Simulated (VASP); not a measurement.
Data:

```xyz
2
Lattice="3.2650 0.0000 0.0000 0.0000 3.2650 0.0000 0.0000 0.0000 3.2650" Properties=species:S:1:pos:R:3 pbc="T T T"
Fe     0.0000     0.0000     0.0000
Sb     1.6325     1.6325     1.6325
```
Starting moments (μB, in the order of the record's atoms Fe Sb): 2.6 -0.1.

All values below come from r2SCAN meta-GGA, VASP's PBE PAW potentials (set 64) (plane waves; VASP). Settings: 400 eV cut-off, 13×13×13 Γ-centred mesh, tetrahedra with Blöchl corrections, potentials Fe Sb.

Task: Give the spin-up energies of bands 1 to 10 at the high-symmetry points, in eV from the Fermi level.

Result: 
```csv
band,Γ,X,M,R
1,-13.79,-11.28,-9.48,-6.29
2,-3.94,-7.98,-5.34,-5.65
3,-3.94,-3.75,-5.34,-5.65
4,-2.83,-3.60,-3.92,-5.65
5,-2.83,-3.60,-3.16,-2.50
6,-2.83,-2.82,-3.16,-2.50
7,0.84,-2.35,-2.52,0.48
8,0.84,4.48,-1.82,0.48
9,0.84,4.48,0.07,0.48
10,5.19,7.25,4.96,1.37
```

Task: Give the spin-down energies of bands 1 to 10 at the high-symmetry points, in eV from the Fermi level.

Result: 
```csv
band,Γ,X,M,R
1,-14.12,-11.57,-9.51,-6.44
2,-1.44,-8.15,-5.67,-4.87
3,-1.44,-1.17,-5.67,-4.87
4,0.49,-1.17,-2.30,-4.87
5,0.49,-0.99,-0.08,1.12
6,0.49,0.51,-0.08,1.12
7,0.65,1.11,1.09,1.12
8,0.65,5.28,1.34,1.12
9,0.65,5.28,2.06,1.12
10,5.86,7.12,4.78,2.96
```

It has no gap at this level: it comes out as a metal or semimetal.

The structure was generated: FeSb was put into the CsCl type type (Pm-3m), which need not be its known phase. It was relaxed first, which changed the volume by -20 %.
